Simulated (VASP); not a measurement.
All values below come from PBE GGA, VASP's PBE PAW potentials (set 64) (plane waves; VASP).

VASP ran on this input.

**POSCAR**
```
MgO
1
   -0.0000000000     2.1217397540     2.1217397540
    2.1217397540     0.0000000000     2.1217397540
    2.1217397540     2.1217397540     0.0000000000
Mg O
1 1
Direct
  0.0000000000   0.0000000000   0.0000000000
  0.5000000000   0.5000000000   0.5000000000
```

**INCAR**
```
# general
SYSTEM = MgO
PREC   = Accurate
ENCUT  = 480
LREAL  = F   # projection in real space or not
LASPH  = T   # aspherical one-centre terms

# electronic loop
EDIFF  = 1E-6
NELM   = 100
ALGO   = Normal   # blocked Davidson

# smearing
ISMEAR = 0
SIGMA  = 0.05

# functional
GGA    = PE   # PBE

# ions
IBRION = 2
NSW    = 60
ISIF   = 3
EDIFFG = -0.01   # ionic stop

# output
LWAVE  = F
LCHARG = F
```

**KPOINTS**
```
K-points
0
gamma
 10 10 10
```

POTCAR, in this order: Mg O (PBE.64 set). Program: vasp_std.

The resulting files:

**OSZICAR**
```
       N       E                     dE             d eps       ncg     rms          rms(c)
DAV:   1     0.691332289775E+01    0.69133E+01   -0.46097E+03   936   0.819E+02
DAV:   2    -0.132241805415E+02   -0.20138E+02   -0.19722E+02   904   0.125E+02
DAV:   3    -0.134682100194E+02   -0.24403E+00   -0.24403E+00  1040   0.146E+01
DAV:   4    -0.134685519289E+02   -0.34191E-03   -0.34191E-03   984   0.485E-01
DAV:   5    -0.134685520091E+02   -0.80193E-07   -0.80193E-07   976   0.710E-03    0.719E+00
DAV:   6    -0.119336644661E+02    0.15349E+01   -0.10207E+01   752   0.223E+01    0.230E+00
DAV:   7    -0.119183596139E+02    0.15305E-01   -0.50026E-02   792   0.263E+00    0.132E+00
DAV:   8    -0.119127275935E+02    0.56320E-02   -0.25407E-02   776   0.240E+00    0.160E-01
DAV:   9    -0.119126268818E+02    0.10071E-03   -0.40002E-04  1024   0.178E-01    0.760E-02
DAV:  10    -0.119127372323E+02   -0.11035E-03   -0.14054E-04   784   0.124E-01    0.536E-03
DAV:  11    -0.119127374186E+02   -0.18623E-06   -0.93139E-07   960   0.868E-03
   1 F= -.11912737E+02 E0= -.11912737E+02  d E =-.119127E+02
```

**OUTCAR**
```
------------------------ aborting loop because EDIFF is reached ----------------------------------------
  FORCE on cell =-STRESS in cart. coord.  units (eV):
  Direction    XX          YY          ZZ          XY          YZ          ZX
  --------------------------------------------------------------------------------------
  Total        0.0106510      0.0106510      0.0106510      0.0000000      0.0000000      0.0000000
  in kB        0.8932958      0.8932958      0.8932958      0.0000000      0.0000000      0.0000000
  external PRESSURE =       0.8932958 kB  Pullay stress =       0.0000000 kB
  volume of cell :       19.10
      direct lattice vectors                 reciprocal lattice vectors
     0.000000000  2.121739754  2.121739754    -0.235655668  0.235655668  0.235655668
     2.121739754  0.000000000  2.121739754     0.235655668 -0.235655668  0.235655668
     2.121739754  2.121739754  0.000000000     0.235655668  0.235655668 -0.235655668
  FREE ENERGIE OF THE ION-ELECTRON SYSTEM (eV)
  ---------------------------------------------------
  free  energy   TOTEN  =       -11.9127374186 eV

  energy  without entropy=      -11.9127374186  energy(sigma->0) =      -11.91273742

 reached required accuracy - stopping structural energy minimisation
```
(Selected blocks of OUTCAR.)

**OUTCAR**
```
 val. band max:        3.0216995283   @ k =   0.0000   0.0000   0.0000

 cond. band min:       7.5346137923   @ k =   0.0000   0.0000   0.0000


 Fermi energy:         3.2581001780

 k-point     1 :       0.0000    0.0000    0.0000
  band No.  band energies     occupation
      1     -14.1270      2.00000
      2       3.0217      2.00000
      3       3.0217      2.00000
      4       3.0217      2.00000
      5       7.5346      0.00000
      6      18.6950      0.00000
      7      18.6950      0.00000
      8      18.6950      0.00000

 k-point     2 :       0.1000    0.0000    0.0000
  band No.  band energies     occupation
      1     -14.0257      2.00000
      2       2.3739      2.00000
      3       2.9568      2.00000
      4       2.9568      2.00000
      5       8.1663      0.00000
      6      17.4522      0.00000
      7      18.9269      0.00000
      8      18.9269      0.00000

 k-point     3 :       0.2000    0.0000    0.0000
  band No.  band energies     occupation
      1     -13.7470      2.00000
      2       1.0751      2.00000
      3       2.7922      2.00000
      4       2.7922      2.00000
      5       9.3647      0.00000
      6      15.9334      0.00000
      7      19.3823      0.00000
      8      19.3823      0.00000

 k-point     4 :       0.3000    0.0000    0.0000
  band No.  band energies     occupation
      1     -13.3711      2.00000
      2      -0.2143      2.00000
      3       2.5985      2.00000
      4       2.5985      2.00000
      5      10.3223      0.00000
      6      15.2059      0.00000
      7      19.4570      0.00000
      8      19.4570      0.00000

 k-point     5 :       0.4000    0.0000    0.0000
  band No.  band energies     occupation
      1     -13.0363      2.00000
      2      -1.1520      2.00000
      3       2.4486      2.00000
      4       2.4486      2.00000
      5      10.7137      0.00000
      6      15.2360      0.00000
      7      19.2211      0.00000
...
```

The compound is MgO in the rock salt structure. It was relaxed first. The start is the result of an earlier pass.
